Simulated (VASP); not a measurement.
Data:

```xyz
2
Lattice="0.0000 2.1887 2.1887 2.1887 0.0000 2.1887 2.1887 2.1887 0.0000" Properties=species:S:1:pos:R:3 pbc="T T T"
Nb     2.1887     0.0000     2.1887
N      2.1887     2.1887     2.1887
```

Computed with PBEsol GGA, VASP's PBE PAW potentials (set 64) (plane waves; VASP). Settings: 520 eV cut-off, Gaussian smearing of 0.050 eV, potentials Nb_sv N.

Problem. Give the energies of bands 6 to 12 at the high-symmetry points, in eV from the Fermi level.

Solution. 
```tsv
band	Γ	X	U	L	W
6	-3.35	-5.75	-6.89	-9.25	-6.76
7	-3.35	-5.15	-6.01	-7.15	-6.06
8	-3.35	-4.01	-5.68	-7.15	-6.06
9	-2.05	-4.01	-1.94	1.54	-0.09
10	-2.05	1.63	2.07	1.54	-0.09
11	-2.05	2.90	2.24	2.06	2.91
12	-0.16	2.90	4.22	4.50	3.58
```

It has no gap at this level: it comes out as a metal or semimetal.

The compound is NbN in the rock salt structure, the cubic δ form, which competes with hexagonal ones. It was relaxed first.
